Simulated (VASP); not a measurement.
Here is the system:

```
CELL_PARAMETERS angstrom
      0.00000     2.51284     2.51284
      2.51284     0.00000     2.51284
      2.51284     2.51284     0.00000
ATOMIC_POSITIONS crystal
  W  0.00000 0.00000 0.00000
  Si 0.50000 0.50000 0.50000
```

Computed with PBE GGA, VASP's PBE PAW potentials (set 64) (plane waves; VASP). Run with 400 eV cut-off, Gaussian smearing of 0.050 eV, potentials W_sv Si.

Unless said otherwise, spin-orbit coupling is left out, though it shifts the bands of the heavy elements here.

Task: Estimate the band gap (along the path) with the smallest direct gap where there is one.

Result: 
| Quantity | Value |
|---|---|
| band gap (along the path) | none (metal, semimetal or under 0.01 eV) |

The absolute energy has meaning only against runs of the same code, potentials and settings.

The structure was generated: WSi was put into the rock salt type (Fm-3m), which need not be its known phase. It was relaxed first, which changed the volume by -38 %.
